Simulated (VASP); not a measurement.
# In2WSe3 (P1) in VASP: relaxation of cell and atoms with PBE

Aim: the relaxation of cell and atoms of In2WSe3 with PBE.

Program: VASP 6.6.1. These are calculated values, not measurements. Logs are shortened: lines on timing, memory, paths and dates and some standing lists are left out, and cuts for length are marked.

## Step 1: The crystal as given

The typed cell holds 12 atoms: a = 3.527 Å, b = 7.091 Å, c = 15.089 Å, α = 89.92°, β = 90.00°, γ = 120.85°.

The cell was built by a generator and needn't be a form met in nature.

## Step 2: Relaxation of cell and atoms, PBE

INCAR reads:

```
  PREC = Normal
  ENCUT = 520
  EDIFF = 1E-5
  ISMEAR = 0
  SIGMA = 0.15
  LREAL = Auto
  LASPH = True
  NELM = 80
  ALGO = Fast
  ISIF = 3
  LWAVE = False
  LCHARG = False
  GGA = PE
  IBRION = 2
  NSW = 110
  EDIFFG = -0.03
  ISYM = 0
  KPAR = 8
```

KPOINTS reads:

```
Automatic mesh
0
Gamma
  7 7 2
```

POSCAR reads:

```
In2WSe3
1.0
    3.5273287600     -0.0313214200      0.0001100600
   -3.5815790500      6.1202288800      0.0050912200
    0.0004882500      0.0133217300     15.0885867700
In W Se
4 2 6
Direct
    0.6240703900      0.1626502400      0.6439969100
    0.7089647400      0.6770275700      0.6365466500
    0.6751852200      0.1947993200      0.3687633900
    0.7241015800      0.6732057600      0.3742354000
    0.0260100500      0.0161000200      0.0034814000
    0.0497149400      0.4884821800      0.0003602600
    0.2870789700      0.3192873000      0.8985971700
    0.3527374800      0.8505113700      0.9106388900
    0.3294822400      0.3401523500      0.1029446900
    0.3388228700      0.8054812400      0.1018417400
    0.9815004600      0.9603108500      0.5040978500
    0.0594334700      0.5377927100      0.4950701400
```

Potentials or basis: VASP PAW PBE potentials, release 64 (In_d, W_sv, Se).

On the command line:

```sh
> cat potpaw_PBE.64/In_d/POTCAR potpaw_PBE.64/W_sv/POTCAR potpaw_PBE.64/Se/POTCAR > POTCAR
> mpirun -np 8 vasp_std > vasp.out
```

OUTCAR:

```text
PREC = Normal
   ENCUT = 520
   EDIFF = 1E-5
   ISMEAR = 0
   LREAL = Auto
   LASPH = True
   NELM = 80
   ISIF = 3
   GGA = PE
   IBRION = 2
   NSW = 110
   EDIFFG = -0.03
   ISYM = 0

 ion  position               nearest neighbor table
   1  0.624  0.163  0.644-  11 2.89  11 3.16  12 3.21   2 3.30   2 3.51   2 3.61   2 3.69
   2  0.709  0.677  0.637-  11 2.64  12 2.88  12 2.91   1 3.30   1 3.51   1 3.61   1 3.69   4 3.96

   3  0.675  0.195  0.369-  12 2.83  11 2.96  11 3.15   4 3.31   4 3.50   4 3.51   4 3.79
   4  0.724  0.673  0.374-  12 2.61  11 2.63  12 2.73   3 3.31   3 3.50   3 3.51   3 3.79   2 3.96

   5  0.026  0.016  0.003-   7 2.44   8 2.46   8 2.48   9 2.48  10 2.57  10 2.71   6 3.31   6 3.44

   6  0.050  0.488  0.000-   7 2.35   9 2.35  10 2.47   8 2.60   9 2.69   7 2.78   5 3.31   5 3.44

   7  0.287  0.319  0.899-   6 2.35   5 2.44   6 2.78
   8  0.353  0.851  0.911-   5 2.46   5 2.48   6 2.60
   9  0.329  0.340  0.103-   6 2.35   5 2.48   6 2.69
  10  0.339  0.805  0.102-   6 2.47   5 2.57   5 2.71
  11  0.982  0.960  0.504-   4 2.63   2 2.64   1 2.89   3 2.96   3 3.15   1 3.16
  12  0.059  0.538  0.495-   4 2.61   4 2.73   3 2.83   2 2.88   2 2.91   1 3.21

IMPORTANT INFORMATION: All symmetrisations will be switched off!
NOSYMM: (Re-)initialisation of all symmetry stuff for point group C_1.

----------------------------------------------------------------------------------------

                                     Primitive cell

  volume of cell :     324.0404

  direct lattice vectors                    reciprocal lattice vectors
     3.527328760 -0.031321420  0.000110060     0.284981534  0.166772307 -0.000156465
    -3.581579050  6.120228880  0.005091220     0.001458452  0.164246194 -0.000145060
     0.000488250  0.013321730 15.088586770    -0.000002571 -0.000056637  0.066275309

  length of vectors
     3.527467820  7.091187204 15.088592659     0.330193128  0.164252733  0.066275334

  position of ions in fractional coordinates (direct lattice)
     0.624070390  0.162650240  0.643996910
     0.708964740  0.677027570  0.636546650
     0.675185220  0.194799320  0.368763390
     0.724101580  0.673205760  0.374235400
     0.026010050  0.016100020  0.003481400
     0.049714940  0.488482180  0.000360260
     0.287078970  0.319287300  0.898597170
     0.352737480  0.850511370  0.910638890
     0.329482240  0.340152350  0.102944690
     0.338822870  0.805481240  0.101841740
     0.981500460  0.960310850  0.504097850
     0.059433470  0.537792710  0.495070140

  ion indices of the primitive-cell ions
   primitive index   ion index
                 1           1
                 2           2
                 3           3
                 4           4
                 5           5
                 6           6
                 7           7
                 8           8
                 9           9
[... 98 lines left out ...]
  Thomas-Fermi vector in A             =   2.298976
   LORBIT       =      0    0 simple, 1 ext, 2 COOP (PROOUT), +10 PAW based schemes
   GGA     = PE    functional components
   LHFCALC =     F    Hartree Fock is set to
   AEXX    =    0.0000 exact exchange contribution
   IVDW    =     0    specifies the selected vdW correction
   LEPSILON=     F    determine dielectric tensor
   LRPA    =     F    only Hartree local field effects (RPA)
 conjugate gradient relaxation of ions
 non-spin polarized calculation
 RMM-DIIS sequential band-by-band and
 Gauss-broadening in eV      SIGMA  =   0.15
  energy-cutoff  :      520.00
  volume of cell :      324.04
 maximum number of plane-waves:      8764
   NGX = 13   NGY = 27   NGZ = 57

--------------------------------------- Ionic step        1  -------------------------------------------

 number of electron     116.0000028 magnetization

 Free energy of the ion-electron system (eV)
  ---------------------------------------------------
  ext. energy  EPLUGINS =         0.00000000
  ---------------------------------------------------
  free energy    TOTEN  =       -58.08013646 eV

  energy without entropy =      -58.04795874  energy(sigma->0) =      -58.06404760

------------------------ aborting loop because EDIFF is reached ----------------------------------------

  FORCE on cell =-STRESS in cart. coord.  units (eV):
  Direction    XX          YY          ZZ          XY          YZ          ZX
  --------------------------------------------------------------------------------------
  -------------------------------------------------------------------------------------
  Total        6.1387593      9.0281331     20.6198006     -1.8600544      2.2471885     -0.8521240
  in kB       30.3523276     44.6384747    101.9520247     -9.1968065     11.1109425     -4.2132207
  external PRESSURE =      58.9809423 kB  Pullay stress =       0.0000000 kB
[... 119 lines left out ...]
  FREE ENERGIE OF THE ION-ELECTRON SYSTEM (eV)
  ---------------------------------------------------
  free  energy   TOTEN  =       -59.6795833337 eV

  energy  without entropy=      -59.6394089626  energy(sigma->0) =      -59.65949615

 E-fermi :   5.0926     XC(G=0):  -9.3790

 val. band max:        5.0712883957   @ k =  -0.0000   0.1429   0.5000
 cond. band min:       5.2044882421   @ k =   0.0000   0.2857  -0.0000
 fundamental gap:      0.1331998464
 Fermi energy:         5.0926361329

 k-point     1 :       0.0000    0.0000    0.0000
  band No.  band energies     occupation
      1     -70.1951      2.00000
      2     -70.1894      2.00000
      3     -34.4769      2.00000
      4     -34.3741      2.00000
      5     -34.3450      2.00000
      6     -34.3393      2.00000
[... 1717 lines left out ...]
     68       7.5656      0.00000
     69       7.6813      0.00000

 [... further k-points ...]

[... ionic steps 4 to 36 ...]

--------------------------------------- Ionic step       37  -------------------------------------------

 number of electron     116.0000066 magnetization

------------------------ aborting loop because EDIFF is reached ----------------------------------------
[... 87 lines left out ...]
--------------------------------------- Ionic step       39  -------------------------------------------

 number of electron     116.0000067 magnetization

 Free energy of the ion-electron system (eV)
  ---------------------------------------------------
  ext. energy  EPLUGINS =         0.00000000
  ---------------------------------------------------
  free energy    TOTEN  =       -60.54098839 eV

  energy without entropy =      -60.51835116  energy(sigma->0) =      -60.52966978

 E-fermi :   5.0756     XC(G=0):  -9.3758

 val. band max:        5.0430818893   @ k =  -0.0000   0.1429   0.5000
 cond. band min:       5.1764774079   @ k =   0.0000   0.2857  -0.0000
 fundamental gap:      0.1333955187
 Fermi energy:         5.0755605240

 k-point     1 :       0.0000    0.0000    0.0000
  band No.  band energies     occupation
      1     -70.2067      2.00000
      2     -70.2015      2.00000
      3     -34.4865      2.00000
      4     -34.3877      2.00000
      5     -34.3539      2.00000
      6     -34.3532      2.00000
[... 1758 lines left out ...]
  FREE ENERGIE OF THE ION-ELECTRON SYSTEM (eV)
  ---------------------------------------------------
  free  energy   TOTEN  =       -60.5409883931 eV

  energy  without entropy=      -60.5183511593  energy(sigma->0) =      -60.52966978

 reached required accuracy - stopping structural energy minimisation
```

OSZICAR:

```text
N       E                     dE             d eps       ncg     rms          rms(c)
DAV:   1     0.136732808197E+04    0.13673E+04   -0.53057E+04  7116   0.184E+03
DAV:   2     0.168308801347E+03   -0.11990E+04   -0.11699E+04  6916   0.525E+02
DAV:   3    -0.423694275201E+02   -0.21068E+03   -0.20076E+03  8269   0.209E+02
[... 363 lines left out ...]
DAV:   1    -0.605405079169E+02    0.13647E-03   -0.10156E-01  7057   0.149E+00    0.136E-01
RMM:   2    -0.605408604039E+02   -0.35249E-03   -0.53152E-03  8057   0.427E-01    0.622E-02
RMM:   3    -0.605409671305E+02   -0.10673E-03   -0.18544E-03  9423   0.226E-01    0.421E-02
RMM:   4    -0.605409859577E+02   -0.18827E-04   -0.27684E-04  8491   0.802E-02    0.439E-02
RMM:   5    -0.605409883931E+02   -0.24354E-05   -0.50347E-05  5575   0.371E-02
  39 F= -.60540988E+02 E0= -.60529670E+02  d E =-.345173E-03
```

Wall time 23 min (8 MPI ranks of Intel Xeon 6975P-C (Granite Rapids), shared host); peak memory 0.81 GiB.

Results:

```yaml
Free_energy: -60.5410 eV
Relaxed_volume: 26.84 Å³/atom
Relaxed_cell: a = 3.450 Å, b = 6.875 Å, c = 15.707 Å, α = 88.97°, β = 90.17°, γ = 120.13°
Space_group_after_relaxing_to_0.05_Å: Pc (No. 7)
Energy_gained_by_relaxing: 205.1 meV/atom
Ionic_steps: 39
Pressure_after_relaxing: 0.0 GPa
Largest_force_after_relaxing: 0.030 eV/Å
Band_gap_on_the_k_mesh: none (metal or under the smearing width)
```

Forces on the atoms (eV/Å):
```
In  -0.004 -0.001  0.011
In  -0.003  0.007  0.006
In   0.017  0.003 -0.007
In  -0.016 -0.005 -0.005
W   -0.013 -0.003 -0.027
W   -0.003  0.002 -0.021
Se   0.006 -0.001 -0.011
Se   0.005 -0.006  0.003
Se  -0.001  0.003  0.027
Se   0.007  0.003  0.016
Se   0.006 -0.007 -0.004
Se  -0.001  0.004  0.012
```

Step by step:
| step | energy change (eV) | largest force (eV/Å) | pressure (GPa) | volume (Å³) |
| --- | --- | --- | --- | --- |
| 1 | 0.0000 | 5.0662 | 5.90 | 324.04 |
| 2 | -0.5352 | 2.8181 | -7.32 | 372.56 |
| 3 | -1.5994 | 1.3964 | -2.96 | 348.15 |
| 4 | -2.1697 | 0.8266 | -0.72 | 331.64 |
| 5 | -2.2169 | 1.1788 | 0.01 | 326.10 |
| 6 | -2.3661 | 0.5147 | 0.32 | 323.10 |
| 7 | -2.3868 | 0.5612 | 0.43 | 320.94 |
| 8 | -2.3885 | 0.4865 | 0.41 | 321.41 |
| 9 | -2.4202 | 0.4102 | -0.34 | 323.88 |
| 10 | -2.4202 | 0.4110 | -0.34 | 323.88 |
| 11 | -2.4396 | 0.2304 | 0.17 | 322.37 |
| 12 | -2.4396 | 0.2382 | 0.20 | 322.31 |
| 13 | -2.4466 | 0.1887 | -0.05 | 323.49 |
| 14 | -2.4466 | 0.2060 | -0.07 | 323.60 |
| 15 | -2.4504 | 0.1046 | -0.09 | 323.60 |
| 16 | -2.4504 | 0.1130 | -0.11 | 323.60 |
| 17 | -2.4530 | 0.0761 | 0.04 | 322.68 |
| 18 | -2.4529 | 0.1232 | 0.25 | 321.76 |
| 19 | -2.4532 | 0.0941 | 0.24 | 322.11 |
| 20 | -2.4532 | 0.0795 | 0.16 | 322.39 |
| 21 | -2.4549 | 0.0811 | 0.02 | 322.70 |
| 22 | -2.4552 | 0.1052 | 0.03 | 322.85 |
| 23 | -2.4548 | 0.1633 | -0.03 | 323.14 |
| 24 | -2.4552 | 0.1353 | -0.12 | 322.98 |
| 25 | -2.4562 | 0.1179 | -0.25 | 322.84 |
| 26 | -2.4574 | 0.1190 | -0.22 | 322.59 |
| 27 | -2.4579 | 0.0589 | 0.10 | 321.67 |
| 28 | -2.4580 | 0.0596 | 0.08 | 321.98 |
| 29 | -2.4580 | 0.0559 | 0.12 | 321.75 |
| 30 | -2.4580 | 0.0522 | 0.10 | 321.87 |
| 31 | -2.4586 | 0.0452 | 0.12 | 321.91 |
| 32 | -2.4590 | 0.0754 | 0.10 | 321.98 |
| 33 | -2.4597 | 0.0352 | -0.01 | 322.55 |
| 34 | -2.4598 | 0.0367 | -0.07 | 322.82 |
| 35 | -2.4601 | 0.0336 | -0.10 | 322.76 |
| 36 | -2.4603 | 0.0609 | -0.08 | 322.70 |
| 37 | -2.4605 | 0.0393 | 0.04 | 322.21 |
| 38 | -2.4605 | 0.0410 | 0.05 | 322.18 |
| 39 | -2.4609 | 0.0297 | 0.00 | 322.11 |

Final structure:
```
In W Se
1.0
     3.44973   -0.00086   -0.00599
    -3.44938    5.94631    0.06532
    -0.01808    0.14242   15.70621
In W Se
4 2 6
Direct
  0.66875 0.16691 0.63984
  0.68779 0.66595 0.64098
  0.67702 0.17824 0.36776
  0.69923 0.67787 0.36682
  0.00828 0.99724 0.00290
  0.00854 0.49743 0.00288
  0.34578 0.33630 0.89857
  0.34581 0.83641 0.89848
  0.33837 0.32559 0.10710
  0.33807 0.82569 0.10717
  0.01182 0.00828 0.50406
  0.02764 0.50991 0.50401
```

Levels at points of the mesh, in eV from the Fermi level:
```
           k point  band 55  band 56  band 57  band 58  band 59  band 60  band 61  band 62
(0.00, 0.00, 0.00)    -1.10    -1.01    -0.51     0.44     0.49     0.86     1.08     1.23
(0.00, 0.00, 0.50)    -1.01    -0.93    -0.50     0.44     0.49     0.86     1.03     1.26
```

Spin-orbit coupling is left out, which matters for the levels of W.
